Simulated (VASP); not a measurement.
Level of theory: LDA (Ceperley-Alder, Perdew-Zunger), VASP's LDA PAW potentials (set 64) (plane waves; VASP). For the first row: Run with 520 eV cut-off, 8×8×8 Γ-centred mesh, first-order Methfessel-Paxton smearing of 0.10 eV, potentials Sc_sv Al.

```tsv
system	energy (eV/atom)
Al$_{3}$Sc (L1_2)	-5.3222
Sc (hcp)	-6.7231
Al (fcc)	-4.1975
```

The references are the elements' solids at the same level; no temperature or zero-point terms are added.

Question: What is the formation energy per atom of Al$_{3}$Sc?

Answer: The references average (1×(-6.7231) + 3×(-4.1975))/4 = -4.8289 eV, so the formation energy is -5.3222 − (-4.8289) = -0.493 eV/atom.
